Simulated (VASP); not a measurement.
ZnS (zinc blende) is relaxed at rising pressure, each step from the one before. Symmetry mostly holds the structure type, and other phases were not tried. The mesh follows the cell, and a change of mesh leaves a small step in the series.

Input:

```
ZnS
1.0
    0.00000     2.72431     2.72431
    2.72431     0.00000     2.72431
    2.72431     2.72431     0.00000
Zn S
1 1
Cartesian
  0.00000   0.00000   0.00000
  1.36216   1.36216   1.36216
```

Level of theory: PBE GGA, VASP's PBE PAW potentials (set 64) (plane waves; VASP 6.6.1). Run with 500 eV cut-off, 8×8×8 Γ-centred mesh, Gaussian smearing of 0.050 eV, potentials Zn S.

| P (GPa) | V (Å³/atom) | H − H(0) (eV/atom) | space group | k-mesh |
|---|---|---|---|---|
| 0 | 20.22 | 0.000 | F-43m | 8×8×8 |
| 5 | 18.98 | 0.610 | F-43m | 9×9×9 |
| 10 | 18.06 | 1.188 | F-43m | 9×9×9 |
| 20 | ? | ? | F-43m | 9×9×9 |
| 30 | 15.75 | 3.283 | F-43m | 9×9×9 |
| 45 | ? | ? | F-43m | 9×9×9 |

Fill in the missing entries.

- 45, V (Å³/atom): 14.68
- 45, H − H(0) (eV/atom): 4.705
- 20, V (Å³/atom): 16.72
- 20, H − H(0) (eV/atom): 2.271

Pressures at which the relaxation failed are left out.

The compound is ZnS in the zinc blende structure.
